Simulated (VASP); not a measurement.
BeCd2S3, 12 atoms in the cell. Symmetry: Imm2, No. 44, orthorhombic system. The conventional cell has a = 3.872 Å, b = 11.774 Å, c = 5.682 Å, α = 90.00°, β = 90.00°, γ = 90.00°. Be (site symmetry mm2) is surrounded by 4 S at 2.10 to 2.24 Å. Around Cd (site symmetry m) lie 4 S at 2.55 to 2.56 Å. S (site symmetry mm2) is surrounded by 2 Be at 2.24 Å and 2 Cd at 2.56 Å. S (site symmetry m) has 1 Be at 2.10 Å as nearest neighbours. The cell was built by a generator and needn't be a form met in nature.

```yaml
Program: VASP 6.6.1
Task: single point
Functional: PBE
Potentials_or_basis: VASP PAW PBE potentials, release 64 (Be, Cd, S)
Cutoff: 520 eV
k_mesh: 5 × 5 × 5
Occupations: gaussian, width 0.05 eV
Spin: no spin polarisation
Further_INCAR_settings: PREC = Normal; LREAL = Auto; ALGO = Fast; EDIFF = 1e-05
```

Potentials or basis: VASP PAW PBE potentials, release 64 (Be, Cd, S).

The run is started by

```console
$ cat potpaw_PBE.64/Be/POTCAR potpaw_PBE.64/Cd/POTCAR potpaw_PBE.64/S/POTCAR > POTCAR
$ mpirun -np 1 vasp_std > vasp.out
```

Hardware: 1 thread of Intel(R) Xeon(R) Platinum 8375C CPU @ 2.90GHz (Ice Lake), with other jobs on the host.

Task: How long does it take, and how much memory?

Result: Run time: 7.7 min on 1 thread of Intel(R) Xeon(R) Platinum 8375C CPU @ 2.90GHz (Ice Lake) (shared host), peak memory 0.54 GiB. Counts: scf iterations 14, k points 39.
